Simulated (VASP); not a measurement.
Input:

```
CELL_PARAMETERS angstrom
      1.83000    -3.16965     0.00000
      1.83000     3.16965     0.00000
      0.00000     0.00000     5.82000
ATOMIC_POSITIONS crystal
  Zr 0.00000 0.00000 0.00000
  S  0.33333 0.66667 0.25000
  S  0.66667 0.33333 0.75000
```

These are PBE GGA, VASP's PBE PAW potentials (set 64) (plane waves; VASP) values and carry that method's errors. Run with 520 eV cut-off, 8×8×4 Γ-centred mesh, Gaussian smearing of 0.050 eV, potentials Zr_sv S.

Energy and stress use the plane-wave basis of the starting cell. Without a dispersion term in the relaxation, distances and binding between the weakly bound layers, chains or molecules are unreliable, and so is what depends on them.

Task: The ions, cell shape and volume are relaxed. Give the cell that the relaxation ends in.

Result: 
```
CELL_PARAMETERS angstrom
      1.84173    -3.18998     0.00000
      1.84173     3.18998     0.00000
      0.00000     0.00000     6.54677
ATOMIC_POSITIONS crystal
  Zr 0.00000 0.00000 0.00000
  S  0.33333 0.66667 0.22149
  S  0.66667 0.33333 0.77851
```
Space group P-3m1 (164), at a tolerance of 0.03 Å.

Task: How do energy and volume change from the first to the last step?

Result: The energy (σ→0) changes by -13.7 meV/atom and the volume by +13.9 %, in 24 ionic steps.

The compound is ZrS2 in the 1T layered structure. This run relaxes it. Symmetry was kept, so distortions that lower it aren't found.
